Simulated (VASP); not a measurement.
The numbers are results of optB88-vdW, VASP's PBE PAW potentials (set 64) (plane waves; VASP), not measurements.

A VASP calculation is set up with these files.

INCAR:
```
! general
SYSTEM   = BP
PREC     = Accurate
ENCUT    = 520
LREAL    = .False.   ! projection in real space or not
LASPH    = .True.   ! aspherical one-centre terms

! electronic loop
EDIFF    = 1E-7
NELM     = 100
ALGO     = Normal

! smearing
ISMEAR   = 0   ! Gaussian
SIGMA    = 0.05

! functional
GGA      = BO
LUSE_VDW = .True.
AGGAC    = 0.0
PARAM1   = 0.1833333333
PARAM2   = 0.22

! ions
ISIF     = 2

! output
LWAVE    = .False.
LCHARG   = .False.
```

File POSCAR:
```
BP
1
    0.0000000000     2.2297661397     2.2297661397
    2.2297661397     0.0000000000     2.2297661397
    2.2297661397     2.2297661397     0.0000000000
B P
1 1
Direct
  0.0000000000   0.0000000000   0.0000000000
  0.2500000000   0.2500000000   0.2500000000
```

**KPOINTS**
```
kpoints
0
Gamma
10 10 10
```

POTCAR, in this order: B P (PBE.64 set). Program: vasp_std.

What does the run give for the energy per atom (σ→0), pressure?

- energy per atom (σ→0) = -5.392 eV/atom
- pressure = 11.16 GPa

**OSZICAR**
```
...
DAV:   9    -0.107844473395E+02   -0.14596E-03   -0.31227E-04  1024   0.188E-01    0.283E-01
DAV:  10    -0.107846202322E+02   -0.17289E-03   -0.31595E-04   840   0.153E-01    0.436E-02
DAV:  11    -0.107846476460E+02   -0.27414E-04   -0.39915E-05   984   0.599E-02    0.826E-02
DAV:  12    -0.107846472000E+02    0.44603E-06   -0.93423E-06   904   0.196E-02    0.458E-02
DAV:  13    -0.107846474407E+02   -0.24079E-06   -0.31900E-07   872   0.514E-03    0.246E-02
DAV:  14    -0.107846476230E+02   -0.18224E-06   -0.24400E-07   568   0.343E-03    0.435E-03
DAV:  15    -0.107846476566E+02   -0.33641E-07   -0.10934E-08   376   0.987E-04
   1 F= -.10784648E+02 E0= -.10784648E+02  d E =-.422862E-11
```

The compound is BP in the zinc blende structure. This cell is one point of a volume scan, at 0.94 of the reference volume.
